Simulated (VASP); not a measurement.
Mo: relaxation of cell and atoms with PBE

Mo:

```
Mo
1.0
    -1.51412    1.51412    1.51412
     1.51412   -1.51412    1.51412
     1.51412    1.51412   -1.51412
Mo
1
Direct
  0.00000 0.00000 0.00000
```

```yaml
Program: VASP 6.6.1
Task: relaxation of cell and atoms
Functional: PBE
Potentials_or_basis: VASP PAW PBE potentials, release 64 (Mo_sv)
Cutoff: 520 eV
k_mesh: 6 × 6 × 6
Occupations: gaussian, width 0.1 eV
Spin: no spin polarisation
Target_pressure: 45 GPa
Further_INCAR_settings: ALGO = Fast; EDIFF = 1e-07; IBRION = 2; EDIFFG = -0.002; NSW = 80; ISIF = 3
Target_pressure: 45 GPa
```

* Relaxed volume: 13.89 Å³/atom
* Relaxed cell: a = 2.623 Å, b = 2.623 Å, c = 2.623 Å, α = 109.47°, β = 109.47°, γ = 109.47°
* Space group after relaxing (to 0.05 Å): Im-3m (No. 229)
* Energy change on relaxing (the enthalpy is what falls): -0.7 meV/atom
* Ionic steps: 3
* Pressure after relaxing: 45.0 GPa
* Band gap on the k mesh: none (metal or under the smearing width)

The path:
```tsv
step	energy change (eV)	largest force (eV/Å)	pressure (GPa)	volume (Å³)
1	0.0000	0.0000	45.08	13.88
2	-0.0040	0.0000	44.61	13.90
3	-0.0007	0.0000	45.00	13.89
```

Final structure:
```
Mo
1.0
    -1.51421    1.51421    1.51421
     1.51421   -1.51421    1.51421
     1.51421    1.51421   -1.51421
Mo
1
Direct
  0.00000 0.00000 0.00000
```

Levels at points of the mesh, in eV from the Fermi level:
```csv
k point,band 4,band 5,band 6,band 7,band 8,band 9,band 10,band 11
"(0.00, 0.00, 0.00)",-34.23,-7.51,-1.57,-1.57,-1.57,1.92,1.92,15.05
"(0.50, 0.00, 0.00)",-34.26,-6.02,-3.96,2.03,2.23,2.77,5.68,12.25
"(0.50, 0.50, 0.50)",-35.60,-6.36,-6.36,4.74,4.74,4.74,10.12,10.12
```

It took 5.6 s on 1 thread of Intel(R) Xeon(R) Platinum 8375C CPU @ 2.90GHz (Ice Lake), with other jobs on the host, peak memory 0.12 GiB.

Caveat: the k mesh is coarse (spacing up to 0.49 Å⁻¹), so the values aren't converged; the cell is relaxed towards a set pressure, so the enthalpy falls and the energy may rise.
